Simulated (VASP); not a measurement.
An input for Quantum ESPRESSO's pw.x (written as the equivalent of a VASP run, and not itself run):

```
&CONTROL
  calculation = 'vc-relax'
  pseudo_dir = './pseudo'
  outdir = './out'
  tprnfor = .true.
  tstress = .true.
  nstep = 40
  forc_conv_thr = 0.00078
/
&SYSTEM
  ibrav = 0
  nat = 2
  ntyp = 1
  ecutwfc = 94
  occupations = 'smearing'
  smearing = 'methfessel-paxton'
  degauss = 0.00735
  input_dft = 'pz'
/
&ELECTRONS
  conv_thr = 7.3e-08
  electron_maxstep = 100
/
&IONS
/
&CELL
/
ATOMIC_SPECIES
  Cr 51.996 Cr.upf
CELL_PARAMETERS angstrom
     2.7831791   -0.0000000    0.0000000
     0.0000000    2.7831791    0.0000000
     0.0000000    0.0000000    2.7831791
ATOMIC_POSITIONS crystal
  Cr   0.0000000  0.0000000  0.0000000
  Cr   0.5000000  0.5000000  0.5000000
K_POINTS automatic
  13 13 13 0 0 0
```

Task: Write the VASP files for the same calculation (LDA).

Result: One answer among several that fit: 
File POSCAR:
```
Cr
1
    2.7831790601    -0.0000000000     0.0000000000
    0.0000000000     2.7831790601     0.0000000000
    0.0000000000     0.0000000000     2.7831790601
Cr
2
Direct
  0.0000000000   0.0000000000   0.0000000000
  0.5000000000   0.5000000000   0.5000000000
```

**KPOINTS**
```
K-points
0
Gamma
13 13 13
0 0 0
```

### INCAR
```
SYSTEM = Cr
PREC = Accurate
ENCUT = 500
EDIFF = 1E-6
NELM = 100
ALGO = Normal
LREAL = .FALSE.
LASPH = .TRUE.
ISMEAR = 1
SIGMA = 0.1
LMAXMIX = 4
LWAVE = .FALSE.
LCHARG = .FALSE.
IBRION = 2
ISIF = 3
NSW = 40
EDIFFG = -0.02
```

POTCAR, in this order: Cr_pv (LDA.64 set). Program: vasp_std.

What does not carry over: the potentials are each code's own (VASP's PAW set, PseudoDojo norm-conserving files in pw.x), so ENCUT and ecutwfc are chosen apart and not converted; conv_thr bounds pw.x's estimated SCF error, while EDIFF bounds the energy change between steps; forc_conv_thr acts on force components and is met together with etot_conv_thr.

The compound is Cr in the bcc, AFM order structure. This run relaxes it. Symmetry was kept, so distortions that lower it aren't found.
